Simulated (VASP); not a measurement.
All values below come from PBEsol GGA, VASP's PBE PAW potentials (set 64) (plane waves; VASP 6.6.1).

Input for VASP

### POSCAR
```
HfN
1
    0.0000000000     2.2451892950     2.2451892950
    2.2451892950     0.0000000000     2.2451892950
    2.2451892950     2.2451892950     0.0000000000
Hf N
1 1
Direct
  0.0000000000   0.0000000000   0.0000000000
  0.5000000000   0.5000000000   0.5000000000
```

### KPOINTS
```
Regular mesh
0
Gamma
13 13 13
```

**INCAR**
```
SYSTEM = HfN
PREC = Accurate; ENCUT = 650; LREAL = .False.
LASPH = .True.
EDIFF = 1E-7; NELM = 100; ALGO = Normal
LMAXMIX = 6
ISMEAR = 1; SIGMA = 0.1
GGA = PS
IBRION = 6; NSW = 1; ISIF = 3
POTIM = 0.015; NFREE = 2
LWAVE = .False.; LCHARG = .False.
```

POTCAR, in this order: Hf_pv N (PBE.64 set). Program: vasp_std.

Output

### OSZICAR
```
...
DAV:   6    -0.229945579878E+02    0.15245E-05   -0.47288E-06 17992   0.237E-02    0.107E-02
DAV:   7    -0.229945579073E+02    0.80453E-07   -0.24020E-07 12879   0.545E-03
   8 F= -.22994558E+02 E0= -.22994562E+02  d E =0.116301E-04
       N       E                     dE             d eps       ncg     rms          rms(c)
DAV:   1    -0.230075700633E+02   -0.13012E-01   -0.88615E-01 14289   0.871E+00    0.853E-01
DAV:   2    -0.229988480154E+02    0.87220E-02   -0.13076E-02 16957   0.108E+00    0.448E-01
DAV:   3    -0.229945482668E+02    0.42997E-02   -0.44925E-03 17380   0.724E-01    0.142E-01
DAV:   4    -0.229945592176E+02   -0.10951E-04   -0.34975E-04 16031   0.181E-01    0.100E-01
DAV:   5    -0.229945580263E+02    0.11913E-05   -0.77349E-06 16724   0.291E-02    0.255E-02
DAV:   6    -0.229945579765E+02    0.49799E-07   -0.54688E-07 17479   0.827E-03
   9 F= -.22994558E+02 E0= -.22994562E+02  d E =0.114544E-04
       N       E                     dE             d eps       ncg     rms          rms(c)
DAV:   1    -0.229895781095E+02    0.49799E-02   -0.85811E-01 14414   0.852E+00    0.599E-01
DAV:   2    -0.229900175586E+02   -0.43945E-03   -0.11258E-02 17473   0.986E-01    0.314E-01
DAV:   3    -0.229926057399E+02   -0.25882E-02   -0.18586E-03 18330   0.473E-01    0.102E-01
DAV:   4    -0.229939355197E+02   -0.13298E-02   -0.24431E-04 17975   0.160E-01    0.634E-02
DAV:   5    -0.229944458848E+02   -0.51037E-03   -0.16827E-05 17966   0.426E-02    0.832E-03
DAV:   6    -0.229945351438E+02   -0.89259E-04   -0.10875E-06 17229   0.107E-02    0.377E-03
DAV:   7    -0.229945519368E+02   -0.16793E-04   -0.64861E-08  9256   0.263E-03    0.633E-04
DAV:   8    -0.229945562201E+02   -0.42833E-05   -0.87758E-09  8036   0.978E-04    0.118E-04
DAV:   9    -0.229945579614E+02   -0.17413E-05   -0.17635E-09  7619   0.408E-04    0.405E-05
DAV:  10    -0.229945579926E+02   -0.31220E-07   -0.56551E-10  7430   0.183E-04
  10 F= -.22994558E+02 E0= -.22994562E+02  d E =0.115621E-04
       N       E                     dE             d eps       ncg     rms          rms(c)
DAV:   1    -0.230077721286E+02   -0.13214E-01   -0.86702E-01 13837   0.872E+00    0.862E-01
DAV:   2    -0.229988656077E+02    0.89065E-02   -0.10857E-02 16314   0.106E+00    0.450E-01
DAV:   3    -0.229945562537E+02    0.43094E-02   -0.43881E-03 17424   0.709E-01    0.141E-01
DAV:   4    -0.229945591350E+02   -0.28813E-05   -0.33705E-04 16063   0.178E-01    0.104E-01
DAV:   5    -0.229945581773E+02    0.95773E-06   -0.94371E-06 16566   0.320E-02    0.102E-02
DAV:   6    -0.229945579330E+02    0.24427E-06   -0.71417E-07 17340   0.924E-03    0.299E-03
DAV:   7    -0.229945579115E+02    0.21521E-07   -0.67221E-08  9285   0.265E-03
  11 F= -.22994558E+02 E0= -.22994562E+02  d E =0.115695E-04
       N       E                     dE             d eps       ncg     rms          rms(c)
DAV:   1    -0.230013247486E+02   -0.67668E-02   -0.78802E-01 14320   0.820E+00    0.601E-01
DAV:   2    -0.229974114162E+02    0.39133E-02   -0.89067E-03 16965   0.946E-01    0.318E-01
DAV:   3    -0.229948045635E+02    0.26069E-02   -0.17168E-03 18732   0.465E-01    0.101E-01
DAV:   4    -0.229945934947E+02    0.21107E-03   -0.28140E-04 18243   0.175E-01    0.522E-02
DAV:   5    -0.229945596297E+02    0.33865E-04   -0.21305E-05 17999   0.464E-02    0.331E-03
DAV:   6    -0.229945587142E+02    0.91546E-06   -0.90027E-07 15974   0.989E-03    0.127E-03
DAV:   7    -0.229945582348E+02    0.47941E-06   -0.44899E-08  9247   0.218E-03    0.438E-04
DAV:   8    -0.229945578755E+02    0.35932E-06   -0.14627E-08  8145   0.115E-03    0.155E-04
DAV:   9    -0.229945578922E+02   -0.16728E-07   -0.30899E-09  7625   0.532E-04
  12 F= -.22994558E+02 E0= -.22994562E+02  d E =0.115594E-04
       N       E                     dE             d eps       ncg     rms          rms(c)
DAV:   1    -0.230077468190E+02   -0.13189E-01   -0.89197E-01 13924   0.887E+00    0.865E-01
DAV:   2    -0.229988579241E+02    0.88889E-02   -0.11302E-02 16299   0.108E+00    0.451E-01
DAV:   3    -0.229945575420E+02    0.43004E-02   -0.44086E-03 17491   0.706E-01    0.143E-01
DAV:   4    -0.229945591138E+02   -0.15719E-05   -0.33896E-04 16163   0.177E-01    0.104E-01
DAV:   5    -0.229945582356E+02    0.87821E-06   -0.94589E-06 16789   0.325E-02    0.471E-03
DAV:   6    -0.229945579207E+02    0.31495E-06   -0.94814E-07 17214   0.101E-02    0.550E-03
DAV:   7    -0.229945579150E+02    0.56591E-08   -0.42579E-08  9106   0.237E-03
  13 F= -.22994558E+02 E0= -.22994562E+02  d E =0.115707E-04
       N       E                     dE             d eps       ncg     rms          rms(c)
DAV:   1    -0.229930254349E+02    0.15325E-02   -0.11298E+00  4318   0.109E+01    0.802E-01
DAV:   2    -0.229950487300E+02   -0.20233E-02   -0.35524E-02  5471   0.192E+00    0.404E-01
DAV:   3    -0.229947648353E+02    0.28389E-03   -0.87583E-04  5814   0.340E-01    0.109E-01
DAV:   4    -0.229950567539E+02   -0.29192E-03   -0.21094E-04  5900   0.157E-01    0.195E-02
DAV:   5    -0.229951092774E+02   -0.52523E-04   -0.11840E-05  5275   0.346E-02    0.596E-03
DAV:   6    -0.229951249202E+02   -0.15643E-04   -0.56480E-07  6018   0.769E-03    0.178E-03
DAV:   7    -0.229951311613E+02   -0.62411E-05   -0.47524E-08  3089   0.238E-03    0.450E-04
DAV:   8    -0.229951328939E+02   -0.17326E-05   -0.13967E-08  2861   0.119E-03    0.206E-04
DAV:   9    -0.229951332090E+02   -0.31510E-06   -0.27362E-09  2648   0.574E-04    0.734E-05
DAV:  10    -0.229951332267E+02   -0.17698E-07   -0.46846E-10  2636   0.205E-04
  14 F= -.22995133E+02 E0= -.22995023E+02  d E =-.331144E-03
       N       E                     dE             d eps       ncg     rms          rms(c)
DAV:   1    -0.229891400712E+02    0.59931E-02   -0.21403E+00  4312   0.148E+01    0.137E+00
DAV:   2    -0.229951167514E+02   -0.59767E-02   -0.65007E-02  5171   0.262E+00    0.704E-01
DAV:   3    -0.229951314968E+02   -0.14745E-04   -0.51945E-04  5780   0.228E-01    0.216E-01
DAV:   4    -0.229951337157E+02   -0.22189E-05   -0.29736E-05  5529   0.513E-02    0.132E-02
DAV:   5    -0.229951333232E+02    0.39254E-06   -0.13110E-06  5600   0.109E-02    0.476E-03
DAV:   6    -0.229951332712E+02    0.51922E-07   -0.46939E-07  5401   0.578E-03
  15 F= -.22995133E+02 E0= -.22995023E+02  d E =-.331151E-03
       N       E                     dE             d eps       ncg     rms          rms(c)
DAV:   1    -0.229919950941E+02    0.31382E-02   -0.15968E+00  4312   0.133E+01    0.172E-01
DAV:   2    -0.229952403258E+02   -0.32452E-02   -0.36380E-02  5032   0.208E+00    0.834E-02
DAV:   3    -0.229951580102E+02    0.82316E-04   -0.32175E-04  5741   0.195E-01    0.552E-02
DAV:   4    -0.229951330395E+02    0.24971E-04   -0.83663E-05  5366   0.873E-02    0.179E-02
DAV:   5    -0.229951336607E+02   -0.62127E-06   -0.97517E-06  5170   0.298E-02    0.618E-03
DAV:   6    -0.229951335573E+02    0.10338E-06   -0.22502E-07  4841   0.527E-03    0.373E-03
DAV:   7    -0.229951335265E+02    0.30863E-07   -0.55812E-08  2891   0.246E-03
  16 F= -.22995134E+02 E0= -.22995023E+02  d E =-.331144E-03
       N       E                     dE             d eps       ncg     rms          rms(c)
DAV:   1    -0.229941405596E+02    0.99300E-03   -0.26992E+00  4324   0.131E+01    0.142E+00
DAV:   2    -0.229956187705E+02   -0.14782E-02   -0.26511E-02  5443   0.138E+00    0.747E-01
DAV:   3    -0.229951311589E+02    0.48761E-03   -0.16255E-03  5549   0.378E-01    0.201E-01
DAV:   4    -0.229951376075E+02   -0.64486E-05   -0.23396E-04  5356   0.137E-01    0.510E-02
DAV:   5    -0.229951346700E+02    0.29375E-05   -0.76594E-06  5136   0.303E-02    0.169E-02
DAV:   6    -0.229951335155E+02    0.11545E-05   -0.29262E-06  5503   0.159E-02    0.266E-03
DAV:   7    -0.229951335315E+02   -0.16029E-07   -0.52524E-07  4513   0.607E-03
  17 F= -.22995134E+02 E0= -.22995023E+02  d E =-.331142E-03
```

OUTCAR:
```
------------------------ aborting loop because EDIFF is reached ----------------------------------------
  FORCE on cell =-STRESS in cart. coord.  units (eV):
  Direction    XX          YY          ZZ          XY          YZ          ZX
  --------------------------------------------------------------------------------------
  Total       -0.0134924     -0.0261825     -0.0261825      0.0000000      0.0000000      0.0000000
  in kB       -0.9550182     -1.8532457     -1.8532457      0.0000000      0.0000000      0.0000000
  external PRESSURE =      -1.5538365 kB  Pullay stress =       0.0000000 kB
  volume of cell :       22.64
      direct lattice vectors                 reciprocal lattice vectors
     0.000000000  2.245189295  2.245189295    -0.222698372  0.222698372  0.222698372
     2.245189295  0.000000000  2.245189295     0.222698372 -0.222698372  0.222698372
     2.245189295  2.245189295  0.000000000     0.222698372  0.222698372 -0.222698372
 POSITION                                       TOTAL-FORCE (eV/Angst)
 -----------------------------------------------------------------------------------
      0.00000      0.00000      0.00000        -0.193016      0.000000      0.000000
      2.23019      2.24519      2.24519         0.193016      0.000000      0.000000
 -----------------------------------------------------------------------------------
    total drift:                               -0.000092     -0.000000     -0.000000
  FREE ENERGIE OF THE ION-ELECTRON SYSTEM (eV)
  ---------------------------------------------------
  free  energy   TOTEN  =       -22.9951335315 eV

  energy  without entropy=      -22.9948023892  energy(sigma->0) =      -22.99502315

   1 f  =   15.563076 THz    97.785689 2PiTHz  519.128328 cm-1    64.363681 meV
             X         Y         Z           dx          dy          dz
      0.000000  0.000000  0.000000     0.269584    0.000000   -0.000000
      2.245189  2.245189  2.245189    -0.962977    0.000000   -0.000000

   2 f  =   15.563076 THz    97.785689 2PiTHz  519.128328 cm-1    64.363681 meV
             X         Y         Z           dx          dy          dz
      0.000000  0.000000  0.000000     0.000000    0.269584   -0.000000
      2.245189  2.245189  2.245189     0.000000   -0.962977   -0.000000

   3 f  =   15.563076 THz    97.785689 2PiTHz  519.128328 cm-1    64.363681 meV
             X         Y         Z           dx          dy          dz
      0.000000  0.000000  0.000000     0.000000    0.000000   -0.269584
      2.245189  2.245189  2.245189     0.000000    0.000000    0.962977

   4 f/i=    0.001810 THz     0.011372 2PiTHz    0.060372 cm-1     0.007485 meV
             X         Y         Z           dx          dy          dz
      0.000000  0.000000  0.000000     0.318348   -0.851254   -0.318348
      2.245189  2.245189  2.245189     0.089121   -0.238307   -0.089121

   5 f/i=    0.001810 THz     0.011372 2PiTHz    0.060372 cm-1     0.007485 meV
             X         Y         Z           dx          dy          dz
      0.000000  0.000000  0.000000     0.680928    0.000000    0.680928
      2.245189  2.245189  2.245189     0.190625    0.000000    0.190625

   6 f/i=    0.001810 THz     0.011372 2PiTHz    0.060372 cm-1     0.007485 meV
             X         Y         Z           dx          dy          dz
      0.000000  0.000000  0.000000     0.601927    0.450213   -0.601927
      2.245189  2.245189  2.245189     0.168509    0.126036   -0.168509

 ELASTIC MODULI CONTR FROM IONIC RELAXATION (kBar)
 Direction    XX          YY          ZZ          XY          YZ          ZX
 --------------------------------------------------------------------------------
 XX           0.0000      0.0000      0.0000      0.0000      0.0000      0.0000
 YY           0.0000      0.0000      0.0000      0.0000      0.0000      0.0000
 ZZ           0.0000      0.0000      0.0000      0.0000      0.0000      0.0000
 XY           0.0000      0.0000      0.0000      0.0000      0.0000      0.0000
 YZ           0.0000      0.0000      0.0000      0.0000      0.0000      0.0000
 ZX           0.0000      0.0000      0.0000      0.0000      0.0000      0.0000
 --------------------------------------------------------------------------------

 TOTAL ELASTIC MODULI (kBar)
 Direction    XX          YY          ZZ          XY          YZ          ZX
 --------------------------------------------------------------------------------
 XX        6558.4325   1115.7750   1115.7750     -0.0000     -0.0000      0.0000
 YY        1115.7750   6558.4325   1115.7750     -0.0000     -0.0000     -0.0000
 ZZ        1115.7750   1115.7750   6558.4325     -0.0000     -0.0000      0.0000
 XY          -0.0000     -0.0000     -0.0000   1302.5967      0.0000      0.0000
 YZ          -0.0000     -0.0000     -0.0000      0.0000   1302.5967      0.0000
 ZX           0.0000     -0.0000      0.0000      0.0000      0.0000   1302.5967
 --------------------------------------------------------------------------------
```
(Selected blocks of OUTCAR.)

Finite-difference elastic constants of metals are sensitive to mesh and smearing; shear constants can be off by tens of GPa.

The structure comes from a measured HfN entry (Fm-3m) of the Crystallography Open Database, whose conditions weren't checked. It was relaxed first. The electron count is odd and the run is not spin-polarised, which forces a metal.
